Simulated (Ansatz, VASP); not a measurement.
## PtS2 in two plane-wave programs

Aim: how closely do two programs agree when they are given the same cell, functional and k mesh? The cell is taken from a series of runs on this material, whose earlier steps may have relaxed, scaled, displaced or heated it; both programs get it as it stands.

Calculated with Ansatz 0.2.0; plane waves, with VASP 6.6.1 beside it; zone-centre phonons at PBEsol with D3(BJ).

### Step 1. Set-up

Symmetry: P-3m1, No. 164, trigonal system. The conventional cell has a = 3.559 Å, b = 3.559 Å, c = 4.383 Å, α = 90.00°, β = 90.00°, γ = 120.00°. Nearest to S lie 3 Pt at 2.37 Å. Pt has 6 S at 2.37 Å nearest. Farther neighbours and most contacts between anions are not listed.

As a file:

```xyz
3
Lattice="3.5594 0.0000 0.0000 -1.7797 3.0826 0.0000 0.0000 0.0000 4.3833" Properties=species:S:1:pos:R:3 pbc="T T T"
S     0.0000    2.0550    1.1889
S     1.7797    1.0275    3.1944
Pt    0.0000    0.0000    0.0000
```

### Step 2. VASP: zone-centre phonons, PBEsol with D3(BJ)

Second derivatives magnify differences that forces hide, and they need a tight electronic threshold.

Lines of VASP's logs that name or quote its potential files are left out, and so is its time.

INCAR

```
SYSTEM = PtS2
PREC = Accurate
ENCUT = 500
EDIFF = 1E-08
NELM = 120
ISMEAR = 1
SIGMA = 0.2
LREAL = .FALSE.
ALGO = Normal
GGA = PS
IVDW = 12
NBANDS = 17
LASPH = .TRUE.
LORBIT = 11
LWAVE = .FALSE.
LCHARG = .FALSE.
ISIF = 2
IBRION = 6
NFREE = 2
POTIM = 0.015
NSW = 1
GGA_COMPAT = .FALSE.
KPAR = 2
```

POSCAR

```
PtS2
1.0
    3.5594388023      0.0000000000      0.0000000000
   -1.7797194012      3.0825644260      0.0000000000
    0.0000000000      0.0000000000      4.3833006473
S Pt
2 1
Direct
    0.3333333333      0.6666666667      0.2712345723
    0.6666666667      0.3333333333      0.7287654277
    0.0000000000      0.0000000000      0.0000000000
```

KPOINTS

```
Automatic mesh
0
Gamma
15 15 12
0 0 0
```

PAW data sets: S and Pt (PBE family, release 64).

Launch:

```console
$ mpirun -np 2 vasp_std
```

Numbers of over 12 decimals in the logs are rounded to 6 here.

Log:

```text
[banner, memory and clock lines left out]
running    2 mpi-ranks, on    1 nodes
 distrk:  each k-point on    1 cores,    2 groups
 distr:  one band on    1 cores,    1 groups

 POSCAR found type information on POSCAR S Pt
 POSCAR found :  2 types and       3 ions
|                                                                             |
|               ----> ADVICE to this user running VASP <----                  |
|                                                                             |
|     You enforced a specific xc type in the INCAR file but a different       |
|     [... a line on the potential file left out ...]
|     I HOPE YOU KNOW WHAT YOU ARE DOING!                                     |
|                                                                             |

 LDA part: xc-table for (Slater+PW92), standard interpolation
 POSCAR, INCAR and KPOINTS ok, starting setup
 FFT: planning ... GRIDC
 FFT: planning ... GRID_SOFT
 FFT: planning ... GRID
 WAVECAR not read
 entering main loop
       N       E                     dE             d eps       ncg     rms          rms(c)
DAV:   1     0.106365825969E+03    0.10637E+03   -0.10448E+04  9808   0.113E+03
DAV:   2    -0.135474414682E+02   -0.11991E+03   -0.11658E+03 12077   0.227E+02
DAV:   3    -0.181599223402E+02   -0.46125E+01   -0.45823E+01 11973   0.458E+01
DAV:   4    -0.182022273799E+02   -0.42305E-01   -0.42284E-01 12869   0.492E+00
DAV:   5    -0.182027601694E+02   -0.53279E-03   -0.53273E-03 12499   0.530E-01    0.196E+01
DAV:   6    -0.172082391739E+02    0.99452E+00   -0.67041E+00  9848   0.245E+01    0.130E+01
DAV:   7    -0.169777427286E+02    0.23050E+00   -0.12057E+00  9872   0.113E+01    0.600E+00
DAV:   8    -0.169500602346E+02    0.27682E-01   -0.69431E-02 11115   0.199E+00    0.129E+00
DAV:   9    -0.169466581868E+02    0.34020E-02   -0.85068E-03 11830   0.909E-01    0.242E-01
DAV:  10    -0.169466945429E+02   -0.36356E-04   -0.11589E-03 11589   0.235E-01    0.866E-02
DAV:  11    -0.169467073825E+02   -0.12840E-04   -0.42720E-05 12949   0.612E-02    0.343E-02
DAV:  12    -0.169467063819E+02    0.10006E-05   -0.87812E-06 11328   0.292E-02    0.721E-03
DAV:  13    -0.169467067101E+02   -0.32816E-06   -0.74636E-07 12483   0.641E-03    0.322E-03
DAV:  14    -0.169467067318E+02   -0.21694E-07   -0.49034E-08 11833   0.164E-03    0.126E-03
DAV:  15    -0.169467067110E+02    0.20751E-07   -0.10865E-08  7893   0.836E-04    0.264E-04
DAV:  16    -0.169467067028E+02    0.82814E-08   -0.22276E-09  5441   0.334E-04
   1 F= -.18190364E+02 E0= -.18190956E+02  d E =0.177844E-02
[... from here on, the cycles between the ionic steps are left out ...]
   2 F= -.18189262E+02 E0= -.18189856E+02  d E =0.178160E-02
   3 F= -.18189262E+02 E0= -.18189856E+02  d E =0.178164E-02
   4 F= -.18188553E+02 E0= -.18189162E+02  d E =0.182855E-02
   5 F= -.18189491E+02 E0= -.18190070E+02  d E =0.173617E-02
   6 F= -.18188337E+02 E0= -.18188933E+02  d E =0.178711E-02
   7 F= -.18188337E+02 E0= -.18188933E+02  d E =0.178711E-02
   8 F= -.18188234E+02 E0= -.18188827E+02  d E =0.177675E-02
 Finite differences progress:
  Degree of freedom:   4/  4
  Displacement:        1/  2
  Total:               7/  8
 bond charge predicted
       N       E                     dE             d eps       ncg     rms          rms(c)
DAV:   1    -0.169393431670E+02    0.52342E-02   -0.47975E+00  9669   0.115E+01    0.553E-01
DAV:   2    -0.169455438427E+02   -0.62007E-02   -0.65795E-02 11681   0.184E+00    0.237E-01
DAV:   3    -0.169448155793E+02    0.72826E-03   -0.16980E-03 12209   0.268E-01    0.139E-01
DAV:   4    -0.169445789971E+02    0.23658E-03   -0.10696E-03 11035   0.174E-01    0.375E-02
DAV:   5    -0.169445799541E+02   -0.95705E-06   -0.31344E-05 11779   0.394E-02    0.144E-02
DAV:   6    -0.169445774186E+02    0.25355E-05   -0.87114E-06 11417   0.200E-02    0.630E-03
DAV:   7    -0.169445774182E+02    0.39677E-09   -0.25440E-06 12151   0.980E-03    0.349E-03
DAV:   8    -0.169445773503E+02    0.67855E-07   -0.54727E-07 10575   0.427E-03    0.703E-04
DAV:   9    -0.169445773502E+02    0.18008E-09   -0.14676E-08  8261   0.875E-04
   9 F= -.18188234E+02 E0= -.18188827E+02  d E =0.177675E-02
 Finite differences progress:
  Degree of freedom:   4/  4
  Displacement:        2/  2
  Total:               8/  8
```

From OUTCAR (step 2):

```text
ion  position               nearest neighbor table
   1  0.333  0.667  0.271-   3 2.37   3 2.37   3 2.37
   2  0.667  0.333  0.729-   3 2.37   3 2.37   3 2.37
   3  0.000  0.000  0.000-   1 2.37   2 2.37   2 2.37   1 2.37   2 2.37   1 2.37

  LATTYP: Found a hexagonal cell.
 ALAT       =     3.5594388023
 C/A-ratio  =     1.2314583536

 Subroutine GETGRP returns: Found 12 space group operations
 (whereof 12 operations were pure point group operations)

The static configuration has the point symmetry D_3d.

 Found    284 irreducible k-points:

   k-points           NKPTS =    284   k-points in BZ     NKDIM =    284   number of bands    NBANDS=     17

   dimension x,y,z NGX =    28 NGY =   28 NGZ =   32
   dimension x,y,z NGXF=    56 NGYF=   56 NGZF=   64

   ENCUT  =  500.0 eV  36.75 Ry    6.06 a.u.   6.49  6.49  7.99*2*pi/ulx,y,z

   NELECT =      22.0000    total number of electrons

 k-points in reciprocal lattice and weights: Automatic mesh
   0.00000000  0.00000000  0.00000000       0.000
   0.06666667 -0.00000000  0.00000000       0.002
   0.13333333  0.00000000  0.00000000       0.002
   0.20000000 -0.00000000  0.00000000       0.002
   0.26666667  0.00000000  0.00000000       0.002
   0.33333333 -0.00000000  0.00000000       0.002
   0.40000000 -0.00000000  0.00000000       0.002
   0.46666667 -0.00000000  0.00000000       0.002
   0.06666667  0.06666667  0.00000000       0.002
[...]
0.33333333  0.26666667  0.50000000       0.004
   0.33333333  0.33333333  0.50000000       0.001

 Edisp (eV)   -1.24366

 average (electrostatic) potential at core
       1 -83.8635       2 -83.9011       3 -66.4132

 E-fermi :   8.9402

 k-point     1 :       0.0000    0.0000    0.0000
  band No.  band energies     occupation
    ...
      6       4.5709      2.00000
      7       4.5709      2.00000
      8       6.4245      2.00000
      9       7.3184      2.00000
     10       7.3184      2.00000
     11       9.3460     -0.01455
     12       9.7795     -0.00000
     13       9.7795     -0.00000
     14      11.9306     -0.00000
     15      14.1696      0.00000
    ...

 k-point     2 :       0.0667   -0.0000    0.0000
  band No.  band energies     occupation
    ...
      7       4.5243      2.00000
      8       6.2487      2.00000
      9       7.2119      2.00000
     10       7.2594      2.00000
     11       8.8620      1.60952
     12       9.8477     -0.00000
     13      10.1400     -0.00000
     14      12.2728     -0.00000
     15      14.4024      0.00000
     16      15.9984      0.00000
    ...

 k-point     3 :       0.1333    0.0000    0.0000
  band No.  band energies     occupation
    ...
      7       4.4052      2.00000
      8       5.7867      2.00000
      9       7.0069      2.00000
     10       7.0779      2.00000
     11       8.2593      2.00002
     12      10.0525     -0.00000
     13      10.4617     -0.00000
     14      13.0434      0.00000
     15      14.9097      0.00000
     16      15.8506      0.00000
    ...

 Edisp (eV)   -1.24366

  Total      -0.09058    -0.09058    -0.02796     0.00000     0.00000     0.00000
  in kB      -3.01737    -3.01737    -0.93130     0.00000     0.00000     0.00000
  external pressure =       -2.32 kB  Pullay stress =        0.00 kB

  energy-cutoff  :      500.00
  volume of cell :       48.09
      direct lattice vectors                 reciprocal lattice vectors
     3.559438802  0.000000000  0.000000000     0.280943164  0.162202611  0.000000000
    -1.779719401  3.082564426  0.000000000     0.000000000  0.324405223  0.000000000
     0.000000000  0.000000000  4.383300647     0.000000000  0.000000000  0.228138583

 POSITION                                       TOTAL-FORCE (eV/Angst)
 -----------------------------------------------------------------------------------
     -0.00000      2.05504      1.18890        -0.000000     -0.000000     -0.171607
      1.77972      1.02752      3.19440         0.000000      0.000000     -0.112244
      0.00000      0.00000     -0.01500         0.000000     -0.000000      0.283851
 -----------------------------------------------------------------------------------
    total drift:                                0.000000     -0.000000      0.000016

  FREE ENERGIE OF THE ION-ELECTRON SYSTEM (eV)
  ---------------------------------------------------
  free  energy   TOTEN  =       -18.1882344483 eV

  energy  without entropy=      -18.1900112004  energy(sigma->0) =      -18.18882670

 Eigenvectors and eigenvalues of the dynamical matrix
 ----------------------------------------------------

   1 f  =   10.470601 THz    65.788728 2PiTHz  349.261665 cm-1    43.302908 meV
             X         Y         Z           dx          dy          dz
     -0.000000  2.055043  1.188903     0.000000   -0.000000   -0.707107
      1.779719  1.027521  3.194398    -0.000000   -0.000000    0.707107
      0.000000  0.000000  0.000000    -0.000000    0.000000    0.000000

   2 f  =    9.789314 THz    61.508071 2PiTHz  326.536354 cm-1    40.485330 meV
             X         Y         Z           dx          dy          dz
     -0.000000  2.055043  1.188903     0.000000   -0.000000   -0.613435
      1.779719  1.027521  3.194398     0.000000   -0.000000   -0.613435
      0.000000  0.000000  0.000000    -0.000000    0.000000    0.497387

   3 f  =    9.551425 THz    60.013372 2PiTHz  318.601239 cm-1    39.501501 meV
             X         Y         Z           dx          dy          dz
     -0.000000  2.055043  1.188903     0.466181   -0.398652    0.000000
      1.779719  1.027521  3.194398     0.466181   -0.398652   -0.000000
      0.000000  0.000000  0.000000    -0.378101    0.323331   -0.000000

   4 f  =    9.551425 THz    60.013372 2PiTHz  318.601239 cm-1    39.501501 meV
             X         Y         Z           dx          dy          dz
     -0.000000  2.055043  1.188903     0.398652    0.466181   -0.000000
      1.779719  1.027521  3.194398     0.398652    0.466181   -0.000000
      0.000000  0.000000  0.000000    -0.323331   -0.378101    0.000000

   5 f  =    8.981275 THz    56.431018 2PiTHz  299.583100 cm-1    37.143554 meV
             X         Y         Z           dx          dy          dz
     -0.000000  2.055043  1.188903    -0.537403    0.459563   -0.000000
      1.779719  1.027521  3.194398     0.537403   -0.459563    0.000000
      0.000000  0.000000  0.000000     0.000000   -0.000000   -0.000000

   6 f  =    8.981275 THz    56.431018 2PiTHz  299.583100 cm-1    37.143554 meV
             X         Y         Z           dx          dy          dz
     -0.000000  2.055043  1.188903     0.459563    0.537403   -0.000000
      1.779719  1.027521  3.194398    -0.459563   -0.537403    0.000000
      0.000000  0.000000  0.000000    -0.000000    0.000000    0.000000

   7 f/i=    0.000199 THz     0.001249 2PiTHz    0.006630 cm-1     0.000822 meV
             X         Y         Z           dx          dy          dz
     -0.000000  2.055043  1.188903    -0.000000   -0.000000    0.351706
      1.779719  1.027521  3.194398    -0.000000   -0.000000    0.351706
      0.000000  0.000000  0.000000    -0.000000   -0.000000    0.867529

   8 f/i=    0.001019 THz     0.006405 2PiTHz    0.034001 cm-1     0.004216 meV
             X         Y         Z           dx          dy          dz
     -0.000000  2.055043  1.188903    -0.101426    0.336845    0.000000
      1.779719  1.027521  3.194398    -0.101426    0.336845    0.000000
      0.000000  0.000000  0.000000    -0.250106    0.830628    0.000000

   9 f/i=    0.001019 THz     0.006405 2PiTHz    0.034001 cm-1     0.004216 meV
             X         Y         Z           dx          dy          dz
     -0.000000  2.055043  1.188903     0.336845    0.101426    0.000000
      1.779719  1.027521  3.194398     0.336845    0.101426    0.000000
      0.000000  0.000000  0.000000     0.830628    0.250106    0.000000

 ELASTIC MODULI CONTR FROM IONIC RELAXATION (kBar)
 Direction    XX          YY          ZZ          XY          YZ          ZX
 --------------------------------------------------------------------------------
 XX        -755.6216   -458.0919   -649.7702      0.0000    281.9333     -0.0000
 YY        -458.0919   -755.6216   -649.7702      0.0000   -281.9333      0.0000
 ZZ        -649.7702   -649.7702   -695.7181      0.0000     -0.0000     -0.0000
 XY           0.0000      0.0000      0.0000   -148.7648      0.0000    281.9347
 YZ         281.9333   -281.9333     -0.0000      0.0000   -534.3090      0.0000
 ZX          -0.0000      0.0000     -0.0000    281.9347      0.0000   -534.3141
 --------------------------------------------------------------------------------

 total charge
# of ion       s       p       d       tot
------------------------------------------
    1        1.362   2.242   0.000   3.605
    2        1.362   2.242   0.000   3.605
    3        0.708   0.806   8.025   9.539
--------------------------------------------------
tot          3.433   5.291   8.025  16.748

[... 3 further parts left out ...]
```

CONTCAR:

```
PtS2
   1.00000000000000
     3.5594388022999999    0.0000000000000000    0.0000000000000000
    -1.7797194011999999    3.0825644259999998    0.0000000000000000
     0.0000000000000000    0.0000000000000000    4.3833006472999996
  S               Pt
     2     1
Direct
     0.3333333332999970    0.6666666667000030    0.2712345723000027
     0.6666666667000030    0.3333333332999970    0.7287654276999973
     0.0000000000000000    0.0000000000000000   -0.0034220787500031
```

Levels, forces or a CONTCAR printed for this step are those of its last displaced cell, not of the structure at rest.

(Part 1 of 2 ends here.)

[Lines on the potential files, build, host, timing and source positions are cut from VASP's logs without a mark.]

[Logs are printed without paths, hosts, clocks, repeated set-up lines and the standing remarks that a program may print on its own settings, such as how far it seeks lower states.]

[Hosts, paths, dates, database ids (printed as entryN), source tags and the programs' standing remarks are cut or masked in the printed files.]
